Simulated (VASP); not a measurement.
```xyz
4
Lattice="-2.0405 2.9061 3.4304 2.0405 -2.9061 3.4304 2.0405 2.9061 -3.4304" Properties=species:S:1:pos:R:3 pbc="T T T"
Rb     0.0000     0.0000     1.7481
Rb     0.0000     0.0000     5.1127
O      0.0000     3.6479     0.0000
O      0.0000     2.1643     0.0000
```

Method: LDA (Ceperley-Alder, Perdew-Zunger), VASP's LDA PAW potentials (set 64) (plane waves; VASP). Settings: 520 eV cut-off, Gaussian smearing of 0.050 eV, potentials Rb_sv O.

### Question
Give the energies of bands 11 to 18 at the high-symmetry points, in eV from the valence-band maximum.

### Answer

```
band      Γ      X     F2     Y0      R      W      S      T
----  -----  -----  -----  -----  -----  -----  -----  -----
11    -5.58  -5.37  -5.44  -5.38  -5.37  -5.40  -5.44  -5.43
12    -4.11  -4.39  -3.87  -4.33  -3.77  -3.79  -4.08  -3.88
13    -4.08  -3.69  -3.70  -3.71  -3.70  -3.69  -3.87  -3.62
14    -0.73  -0.53  -0.58  -0.54  -0.77  -0.77  -0.51  -0.79
15     0.00  -0.35  -0.56  -0.36  -0.41  -0.75  -0.46  -0.78
16     1.93   2.56   2.94   2.59   3.17   3.63   2.54   3.36
17     3.03   3.88   3.91   3.68   3.86   3.92   4.50   3.77
18     4.20   4.68   5.45   4.87   6.01   4.98   4.80   4.25
```

The gap is indirect, 1.77 eV, from the valence maximum at Γ to the conduction minimum at Γ-Y0 at 0.29.

The structure comes from a computed database's Rb2O2 entry (Immm); how it stands against other phases isn't given here. It was relaxed first, which changed the volume by -8 %.
